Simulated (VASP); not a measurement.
SrMg6Mn:

```
Sr Mn Mg
1.0
     5.09484    0.00000    0.00000
     0.00000    3.26986    5.65363
     0.00000   -3.26986    5.65363
Sr Mn Mg
1 1 6
Cartesian
  0.0000 0.0000 3.7729
  0.0000 0.0000 9.5753
  2.5474 0.0000 1.7400
  2.5474 0.0000 7.6796
  2.5474 1.8307 4.6692
  2.5474 -1.8307 4.6692
  0.0000 1.6655 6.5614
  0.0000 -1.6655 6.5614
```

The cell comes from a database or a generator and needn't be the stable form of this composition.

```yaml
Program: VASP 6.6.1
Task: single point
Functional: PBE
Potentials_or_basis: VASP PAW PBE potentials, release 64 (Sr_sv, Mn_pv, Mg)
Cutoff: 520 eV
k_mesh: 5 × 5 × 5
Occupations: fermi-dirac, width 0.05 eV
Spin: collinear spin, ferromagnetic start
Starting_moments: "[0.0, 4.0, 0.0, 0.0, 0.0, 0.0, 0.0, 0.0] μB"
```

On this cell: pressure 2.2 GPa; largest force 0.329 eV/Å; net moment 3.83 μB per cell; site moments Sr -0.02; Mn +3.77; Mg +0.01, -0.01 μB; band gap on the k mesh none (metal or under the smearing width).

The same run follows on a disturbed copy (atoms moved at random, drawn with an rms of 0.05 Å):

```
CELL_PARAMETERS angstrom
5.09484 0.00000 0.00000
0.00000 3.26986 5.65363
0.00000 -3.26986 5.65363
ATOMIC_POSITIONS crystal
Sr 0.00678 0.33073 0.33535
Mn 0.99849 0.84931 0.84584
Mg 0.50789 0.13836 0.15624
Mg 0.50312 0.68152 0.67691
Mg 0.50179 0.69129 0.13378
Mg 0.49952 0.14270 0.68591
Mg 0.99689 0.83493 0.32831
Mg 0.99939 0.32916 0.83276
```

Question: What changes?

Answer: The energy (extrapolated to zero smearing) moves by +0.6 meV/atom; pressure 2.2 GPa; largest force 0.281 eV/Å; net moment 3.84 μB per cell; site moments Sr -0.02; Mn +3.78; Mg +0.01, -0.01 μB; band gap on the k mesh none (metal or under the smearing width).

Forces in eV/Å, atoms in the order of the input:
```
Sr  -0.116  0.150 -0.104
Mn   0.034 -0.030  0.012
Mg  -0.117  0.164  0.196
Mg  -0.054 -0.054 -0.233
Mg   0.011 -0.234  0.055
Mg   0.068  0.099  0.122
Mg   0.120 -0.068 -0.084
Mg   0.055 -0.026  0.038
```

Stress tensor (GPa, compression positive):
```
 2.17 -0.06  0.06
-0.06  2.08 -0.03
 0.06 -0.03  2.40
```
